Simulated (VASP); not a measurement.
All values below come from LDA (Ceperley-Alder, Perdew-Zunger), VASP's LDA PAW potentials (set 64) (plane waves; VASP).

VASP input:

INCAR:
```
SYSTEM = Na
PREC = Accurate
ENCUT = 400
EDIFF = 1E-6
NELM = 100
ALGO = Normal
LREAL = .FALSE.
LASPH = .TRUE.
ISMEAR = 1
SIGMA = 0.1
LWAVE = .FALSE.
LCHARG = .FALSE.
IBRION = 2
ISIF = 3
NSW = 60
EDIFFG = -0.01
```

KPOINTS:
```
Automatic mesh
0
Gamma
12 12 12
0 0 0
```

### POSCAR
```
Na
1
   -2.0149156151     2.0149156151     2.0149156151
    2.0149156151    -2.0149156151     2.0149156151
    2.0149156151     2.0149156151    -2.0149156151
Na
1
Direct
  0.0000000000   0.0000000000   1.0000000000
```

POTCAR, in this order: Na_pv (LDA.64 set). Program: vasp_std.

**Question.** Estimate the energy per atom (σ→0), volume per atom, band gap (on the k-mesh).

**Answer.** 
```yaml
energy per atom (σ→0): -139.9 kJ/mol of atoms
band gap (on the k-mesh): none (metal, semimetal or under 0.01 eV)
volume_per_atom: 32.66 Å^3/atom
```

File OSZICAR:
```
...
   1 F= -.14503642E+01 E0= -.14501212E+01  d E =-.145036E+01
       N       E                     dE             d eps       ncg     rms          rms(c)
DAV:   1    -0.145049975296E+01   -0.13585E-03   -0.37773E-03  1022   0.135E+00    0.703E-02
DAV:   2    -0.145041235437E+01    0.87399E-04   -0.99192E-05  1050   0.210E-01    0.360E-02
DAV:   3    -0.145038167912E+01    0.30675E-04   -0.46565E-05  1036   0.138E-01    0.337E-03
DAV:   4    -0.145037965413E+01    0.20250E-05   -0.17813E-06   560   0.307E-02    0.411E-04
DAV:   5    -0.145037961845E+01    0.35686E-07   -0.53851E-08   525   0.437E-03
   2 F= -.14503796E+01 E0= -.14501368E+01  d E =-.153817E-04
```

The compound is Na in the bcc structure. This run relaxes it. Symmetry was kept, so distortions that lower it aren't found. The start is the result of an earlier pass.
